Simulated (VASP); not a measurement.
CsGeH3, 5 atoms in the cell. The structure is cubic, space group Pm-3m (No. 221). The conventional cell has a = 4.160 Å, b = 4.160 Å, c = 4.160 Å, α = 90.00°, β = 90.00°, γ = 90.00°. Cs (site symmetry m-3m) is surrounded by 12 H at 2.94 Å. Ge (site symmetry m-3m) is surrounded by 6 H at 2.08 Å. H (site symmetry 4/mmm) has 2 Ge at 2.08 Å as nearest neighbours. The cell comes from a database or a generator and needn't be the stable form of this composition.

| Property | Result |
| --- | --- |
| Program | VASP 6.6.1 |
| Task | single point |
| Functional | PBE |
| Potentials or basis | VASP PAW PBE potentials, release 64 (Cs_sv, Ge_d, H) |
| Cutoff | 520 eV |
| k mesh | 4 × 4 × 4 |
| Occupations | gaussian, width 0.05 eV |
| Spin | no spin polarisation |
| Dipole correction | no |
| Further INCAR settings | ALGO = Fast; EDIFF = 1e-06; NBANDS = 21 |

Potentials or basis: VASP PAW PBE potentials, release 64 (Cs_sv, Ge_d, H).

Run with:

```sh
$ cat potpaw_PBE.64/Cs_sv/POTCAR potpaw_PBE.64/Ge_d/POTCAR potpaw_PBE.64/H/POTCAR > POTCAR
$ mpirun -np 1 vasp_std > vasp.out
```

Hardware: 1 thread of Intel(R) Xeon(R) Platinum 8488C (Sapphire Rapids) (shared host).

Task: Estimate the wall time of this run.

Result: Wall time 16 s on 1 thread of Intel(R) Xeon(R) Platinum 8488C (Sapphire Rapids), on a shared host, peak memory 0.17 GiB. Counts: scf iterations 13, k points 10.
